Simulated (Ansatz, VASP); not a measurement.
# SiC: VASP beside Ansatz

One calculation is typed for both programs; each brings its own data sets. How far apart do they land? The cell is taken from a series of runs on this material, whose earlier steps may have relaxed, scaled, displaced or heated it; both programs get it as it stands.

Main program and level: Ansatz 0.2.0; plane waves, with VASP 6.6.1 beside it; zone-centre phonons at PBE.

**1. Set-up**

The structure is hexagonal, space group P6_3mc (No. 186). The conventional cell has a = 3.154 Å, b = 3.154 Å, c = 10.330 Å, α = 90.00°, β = 90.00°, γ = 120.00°. C has 4 Si at 1.93 to 1.94 Å nearest. Nearest to C lie 4 Si at 1.93 to 1.94 Å. Nearest to Si lie 4 C at 1.93 to 1.94 Å. Nearest to Si lie 4 C at 1.93 to 1.94 Å. Farther neighbours are not listed.

**2. VASP: zone-centre phonons, PBE**

Second derivatives magnify differences that forces hide, and they need a tight electronic threshold.

Lines of VASP's logs that name or quote its potential files are left out, and so is its time.

Input file INCAR:

```
SYSTEM = SiC
PREC = Accurate
ENCUT = 600
EDIFF = 1E-08
NELM = 120
ISMEAR = 0
SIGMA = 0.01
LREAL = .FALSE.
ALGO = Normal
GGA = PE
NBANDS = 24
LORBIT = 11
LWAVE = .FALSE.
LCHARG = .FALSE.
ISIF = 2
IBRION = 8
LEPSILON = .TRUE.
LASPH = .TRUE.
GGA_COMPAT = .FALSE.
EFERMI = MIDGAP
KPAR = 2
```

Input file POSCAR:

```
SiC
1.0
    3.1544893461      0.0000000000      0.0000000000
   -1.5772446731      2.7318679096      0.0000000000
    0.0000000000      0.0000000000     10.3298885131
C Si
4 4
Direct
    0.6666666666      0.3333333332      0.7497779655
    0.3333333332      0.6666666666      0.2497779655
    0.9999999999      0.9999999999      0.5004561213
    0.9999999999      0.9999999999      0.0004561213
    0.6666666666      0.3333333332      0.9378917572
    0.3333333332      0.6666666666      0.4378917572
    0.9999999999      0.9999999999      0.6878731561
    0.9999999999      0.9999999999      0.1878731561
```

Input file KPOINTS:

```
Automatic mesh
0
Gamma
9 9 4
0 0 0
```

Potentials, in the order of the species: C and Si (PBE family, release 64).

Run with:

```console
$ mpirun -np 2 vasp_std
```

Numbers of over 12 decimals in the logs are rounded to 6 here.

Output:

```text
[banner, memory and clock lines left out]
running    2 mpi-ranks, on    1 nodes
 distrk:  each k-point on    1 cores,    2 groups
 distr:  one band on    1 cores,    1 groups

 POSCAR found type information on POSCAR C Si
 POSCAR found :  2 types and       8 ions
 LDA part: xc-table for (Slater+PW92), standard interpolation
 POSCAR, INCAR and KPOINTS ok, starting setup
 FFT: planning ... GRIDC
 FFT: planning ... GRID_SOFT
 FFT: planning ... GRID
 WAVECAR not read
 entering main loop
       N       E                     dE             d eps       ncg     rms          rms(c)
DAV:   1     0.865497838498E+02    0.86550E+02   -0.15703E+04  1728   0.134E+03
DAV:   2    -0.586391387091E+02   -0.14519E+03   -0.13458E+03  2368   0.203E+02
DAV:   3    -0.665924176387E+02   -0.79533E+01   -0.78986E+01  2304   0.461E+01
DAV:   4    -0.667138807880E+02   -0.12146E+00   -0.12132E+00  2216   0.662E+00
DAV:   5    -0.667165586358E+02   -0.26778E-02   -0.26772E-02  2280   0.928E-01    0.162E+01
DAV:   6    -0.601874040012E+02    0.65292E+01   -0.20466E+01  2200   0.200E+01    0.712E+00
DAV:   7    -0.601007460276E+02    0.86658E-01   -0.17372E+00  2400   0.611E+00    0.319E+00
DAV:   8    -0.600722169120E+02    0.28529E-01   -0.97985E-02  2040   0.162E+00    0.966E-01
DAV:   9    -0.600699630683E+02    0.22538E-02   -0.15986E-02  2288   0.714E-01    0.167E-01
DAV:  10    -0.600705130744E+02   -0.55001E-03   -0.16255E-03  2264   0.204E-01    0.820E-02
DAV:  11    -0.600706086559E+02   -0.95581E-04   -0.28878E-04  2216   0.104E-01    0.168E-02
DAV:  12    -0.600706109763E+02   -0.23204E-05   -0.10563E-05  2224   0.195E-02    0.639E-03
DAV:  13    -0.600706122465E+02   -0.12702E-05   -0.85520E-07  2320   0.535E-03    0.171E-03
DAV:  14    -0.600706124560E+02   -0.20956E-06   -0.74249E-08  2232   0.137E-03    0.124E-03
DAV:  15    -0.600706124519E+02    0.41578E-08   -0.20343E-08  1792   0.851E-04
   1 F= -.60070612E+02 E0= -.60070612E+02  d E =0.000000E+00
 Linear response reoptimize wavefunctions to high precision
DAV:   1    -0.600706124419E+02    0.99749E-08   -0.28800E-09  1624   0.297E-04
DAV:   2    -0.600706124419E+02   -0.81855E-11   -0.38640E-10  1464   0.118E-04
 Linear response G [H, r] |phi>, progress :
  Direction:   1
       N       E                     dE             d eps       ncg     rms
RMM:   1    -0.149822271865E+03   -0.14982E+03    0.36354E+01  4479   0.758E+01
RMM:   2    -0.103006228763E+03    0.46816E+02   -0.15565E+01  2990   0.224E+01
RMM:   3    -0.103219919154E+03   -0.21369E+00   -0.30677E-01  3137   0.321E+00
RMM:   4    -0.103229414026E+03   -0.94949E-02   -0.26158E-03  3300   0.596E-01
RMM:   5    -0.103230544503E+03   -0.11305E-02    0.48345E-04  3295   0.131E-01
RMM:   6    -0.103230661713E+03   -0.11721E-03    0.29237E-04  3347   0.340E-02
RMM:   7    -0.103230694124E+03   -0.32411E-04    0.28995E-05  3345   0.119E-02
RMM:   8    -0.103230700430E+03   -0.63060E-05   -0.50879E-05  3420   0.675E-03
RMM:   9    -0.103230701851E+03   -0.14208E-05   -0.39855E-07  3542   0.559E-03
RMM:  10    -0.103230700975E+03    0.87567E-06   -0.11589E-04  3152   0.526E-03
RMM:  11    -0.103230700892E+03    0.83680E-07   -0.77028E-05  2973   0.516E-03
RMM:  12    -0.103230701108E+03   -0.21618E-06    0.76328E-06  2941   0.511E-03
 Linear response G [H, r] |phi>, progress :
  Direction:   2
       N       E                     dE             d eps       ncg     rms
RMM:   1    -0.172375566718E+03   -0.17238E+03   -0.28690E+02  4356   0.729E+01
RMM:   2    -0.130147111455E+03    0.42228E+02   -0.12256E+01  2983   0.209E+01
RMM:   3    -0.130399620270E+03   -0.25251E+00   -0.11961E-01  3093   0.283E+00
RMM:   4    -0.130414834809E+03   -0.15215E-01    0.37667E-02  3289   0.497E-01
RMM:   5    -0.130418703111E+03   -0.38683E-02    0.86909E-03  3271   0.101E-01
RMM:   6    -0.130419455564E+03   -0.75245E-03    0.16700E-03  3344   0.253E-02
RMM:   7    -0.130419613024E+03   -0.15746E-03    0.11153E-04  3335   0.939E-03
RMM:   8    -0.130419645476E+03   -0.32453E-04   -0.24081E-04  3406   0.607E-03
RMM:   9    -0.130419654093E+03   -0.86168E-05   -0.30429E-04  3494   0.545E-03
RMM:  10    -0.130419664644E+03   -0.10551E-04   -0.32885E-04  3071   0.526E-03
RMM:  11    -0.130419666010E+03   -0.13662E-05   -0.33249E-04  2876   0.520E-03
RMM:  12    -0.130419664976E+03    0.10343E-05   -0.33498E-04  2833   0.518E-03
 Linear response G [H, r] |phi>, progress :
  Direction:   3
       N       E                     dE             d eps       ncg     rms
RMM:   1    -0.174961282711E+03   -0.17496E+03   -0.19387E+02  4427   0.750E+01
RMM:   2    -0.116539579188E+03    0.58422E+02   -0.17524E+01  2956   0.224E+01
RMM:   3    -0.116648841155E+03   -0.10926E+00   -0.38225E-01  3100   0.315E+00
RMM:   4    -0.116651047667E+03   -0.22065E-02    0.92586E-04  3251   0.557E-01
RMM:   5    -0.116651897448E+03   -0.84978E-03    0.50387E-03  3258   0.117E-01
RMM:   6    -0.116652288923E+03   -0.39147E-03    0.19287E-03  3300   0.289E-02
[...]
RMM:   1    -0.125312095596E+00   -0.12531E+00    0.70456E-02 16509   0.169E+00
RMM:   2    -0.121798269034E+00    0.35138E-02   -0.51903E-03 12774   0.364E-01    0.178E-01
RMM:   3    -0.122063257098E+00   -0.26499E-03   -0.97835E-04 12760   0.146E-01    0.919E-02
RMM:   4    -0.123076581392E+00   -0.10133E-02   -0.86686E-04 12789   0.126E-01    0.184E-02
[...]
RMM:   2    -0.145126597590E-01    0.32373E-02   -0.12182E-03 13024   0.214E-01    0.114E-01
RMM:   3    -0.144090938928E-01    0.10357E-03    0.16832E-04 13683   0.497E-02    0.675E-02
RMM:   4    -0.143983331776E-01    0.10761E-04    0.18827E-04 12913   0.494E-02    0.759E-03
RMM:   5    -0.143923585924E-01    0.59746E-05   -0.18546E-05 13919   0.104E-02    0.249E-03
RMM:   6    -0.143861734436E-01    0.61851E-05    0.34290E-06 14060   0.283E-03    0.918E-04
RMM:   7    -0.143854259914E-01    0.74745E-06    0.16642E-06 14505   0.557E-04    0.134E-04
RMM:   8    -0.143852307963E-01    0.19520E-06    0.48164E-07 14631   0.180E-04    0.329E-05
RMM:   9    -0.143853180946E-01   -0.87298E-07    0.38821E-07 14606   0.856E-05    0.798E-06
RMM:  10    -0.143853111434E-01    0.69512E-08    0.25049E-07 15325   0.519E-05    0.313E-06
RMM:  11    -0.143853011831E-01    0.99602E-08    0.28387E-07 15142   0.444E-05    0.649E-07
RMM:  12    -0.143853016248E-01   -0.44162E-09    0.25807E-07 14712   0.410E-05    0.251E-07
RMM:  13    -0.143853020189E-01   -0.39415E-09    0.25205E-07 12801   0.403E-05    0.792E-08
 first order change of Fermi-energy  -0.40572E+00
 force on displaced ion       5 direction 1 : -16.870  -0.000   0.000
 Born effective charge ion    5 direction 1 :   2.611  -0.000   0.000
 Linear response progress:
  Degree of freedom:   6/  8
       N       E                     dE             d eps       ncg     rms          rms(c)
RMM:   1    -0.416050550344E-01   -0.41605E-01    0.42844E-02  5724   0.115E+00
RMM:   2    -0.338020433578E-01    0.78030E-02   -0.41077E-03  3445   0.365E-01    0.135E-01
RMM:   3    -0.332047896842E-01    0.59725E-03   -0.86626E-04  3740   0.993E-02    0.799E-02
RMM:   4    -0.329043354884E-01    0.30045E-03   -0.75732E-04  3867   0.827E-02    0.251E-02
RMM:   5    -0.328729652943E-01    0.31370E-04   -0.16247E-04  3788   0.283E-02    0.645E-03
RMM:   6    -0.328756958553E-01   -0.27306E-05   -0.24723E-05  3725   0.928E-03    0.298E-03
RMM:   7    -0.328767680409E-01   -0.10722E-05    0.18578E-06  3757   0.312E-03    0.122E-03
RMM:   8    -0.328799631937E-01   -0.31952E-05    0.20340E-06  3771   0.148E-03    0.323E-04
RMM:   9    -0.328802387414E-01   -0.27555E-06   -0.94093E-07  3887   0.319E-04    0.159E-04
RMM:  10    -0.328802407021E-01   -0.19606E-08   -0.18585E-06  3831   0.248E-04    0.305E-05
RMM:  11    -0.328802162109E-01    0.24491E-07   -0.22857E-06  3910   0.107E-04    0.106E-05
RMM:  12    -0.328801682658E-01    0.47945E-07   -0.17674E-06  3972   0.680E-05    0.497E-06
RMM:  13    -0.328802162583E-01   -0.47992E-07   -0.17812E-06  4128   0.599E-05    0.172E-06
RMM:  14    -0.328802374706E-01   -0.21212E-07   -0.21164E-06  4073   0.550E-05    0.456E-07
RMM:  15    -0.328802163990E-01    0.21072E-07   -0.16768E-06  3728   0.541E-05    0.153E-07
RMM:  16    -0.328802322105E-01   -0.15812E-07   -0.19445E-06  3599   0.540E-05    0.556E-08
 first order change of Fermi-energy  -0.29501E+00
 force on displaced ion       5 direction 3 :  -0.000   0.000 -26.233
 Born effective charge ion    5 direction 3 :   0.000   0.000   2.579
 Linear response progress:
  Degree of freedom:   7/  8
       N       E                     dE             d eps       ncg     rms          rms(c)
RMM:   1    -0.179063119361E-01   -0.17906E-01   -0.13263E-03 19608   0.788E-01
RMM:   2    -0.146187760863E-01    0.32875E-02   -0.18805E-03 13007   0.216E-01    0.114E-01
RMM:   3    -0.145096450971E-01    0.10913E-03   -0.36697E-04 13728   0.501E-02    0.673E-02
RMM:   4    -0.145036333317E-01    0.60118E-05   -0.38036E-04 12909   0.493E-02    0.756E-03
RMM:   5    -0.144394434814E-01    0.64190E-04    0.66913E-06 13959   0.104E-02    0.251E-03
RMM:   6    -0.144366018277E-01    0.28417E-05   -0.51555E-06 14106   0.282E-03    0.894E-04
RMM:   7    -0.144355909825E-01    0.10108E-05   -0.12238E-06 14542   0.550E-04    0.140E-04
RMM:   8    -0.144350676982E-01    0.52328E-06    0.43108E-07 14639   0.184E-04    0.324E-05
RMM:   9    -0.144351794537E-01   -0.11176E-06    0.25367E-07 14630   0.879E-05    0.756E-06
RMM:  10    -0.144351617956E-01    0.17658E-07    0.24904E-07 15240   0.534E-05    0.342E-06
RMM:  11    -0.144351653630E-01   -0.35674E-08    0.13543E-07 15119   0.450E-05    0.680E-07
RMM:  12    -0.144351581945E-01    0.71685E-08    0.15824E-07 14825   0.414E-05    0.266E-07
RMM:  13    -0.144351594019E-01   -0.12074E-08    0.15855E-07 12821   0.405E-05    0.894E-08
 first order change of Fermi-energy   0.42804E+00
 force on displaced ion       7 direction 1 : -17.005  -0.001   0.000
 Born effective charge ion    7 direction 1 :   2.617  -0.000  -0.000
 Linear response progress:
  Degree of freedom:   8/  8
       N       E                     dE             d eps       ncg     rms          rms(c)
RMM:   1    -0.434831662079E-01   -0.43483E-01    0.25509E-02  5766   0.116E+00
RMM:   2    -0.338630815101E-01    0.96201E-02   -0.50539E-03  3484   0.371E-01    0.137E-01
RMM:   3    -0.330872782132E-01    0.77580E-03   -0.24264E-04  3764   0.103E-01    0.805E-02
RMM:   4    -0.326956034057E-01    0.39167E-03    0.65159E-04  3880   0.840E-02    0.259E-02
RMM:   5    -0.327607307790E-01   -0.65127E-04    0.28853E-04  3811   0.295E-02    0.688E-03
RMM:   6    -0.328040470285E-01   -0.43316E-04    0.37968E-05  3742   0.982E-03    0.316E-03
RMM:   7    -0.328123051679E-01   -0.82581E-05   -0.68912E-06  3766   0.339E-03    0.129E-03
RMM:   8    -0.328171918548E-01   -0.48867E-05   -0.20680E-05  3787   0.154E-03    0.379E-04
RMM:   9    -0.328178291898E-01   -0.63733E-06   -0.26550E-05  3876   0.351E-04    0.165E-04
RMM:  10    -0.328175957677E-01    0.23342E-06   -0.24436E-05  3834   0.259E-04    0.337E-05
RMM:  11    -0.328173904242E-01    0.20534E-06   -0.21169E-05  3910   0.113E-04    0.109E-05
RMM:  12    -0.328169136988E-01    0.47673E-06   -0.17838E-05  3984   0.667E-05    0.509E-06
RMM:  13    -0.328168123189E-01    0.10138E-06   -0.16886E-05  4068   0.603E-05    0.216E-06
RMM:  14    -0.328168088351E-01    0.34838E-08   -0.16892E-05  4111   0.549E-05    0.526E-07
RMM:  15    -0.328168152793E-01   -0.64442E-08   -0.16939E-05  3826   0.539E-05    0.166E-07
RMM:  16    -0.328168137399E-01    0.15395E-08   -0.16847E-05  3584   0.536E-05    0.672E-08
 first order change of Fermi-energy  -0.22728E+00
 force on displaced ion       7 direction 3 :  -0.000   0.000 -26.401
 Born effective charge ion    7 direction 3 :   0.000   0.000   2.840
 Born effective charges drift removed
 Linear response finished
```

(Part 1 of 3 ends here.)

[Lines on the potential files, build, host, timing and source positions are cut from VASP's logs without a mark.]

[Logs are printed without paths, hosts, clocks, repeated set-up lines and the standing remarks that a program may print on its own settings, such as how far it seeks lower states.]

[Hosts, paths, dates, database ids (printed as entryN), source tags and the programs' standing remarks are cut or masked in the printed files.]
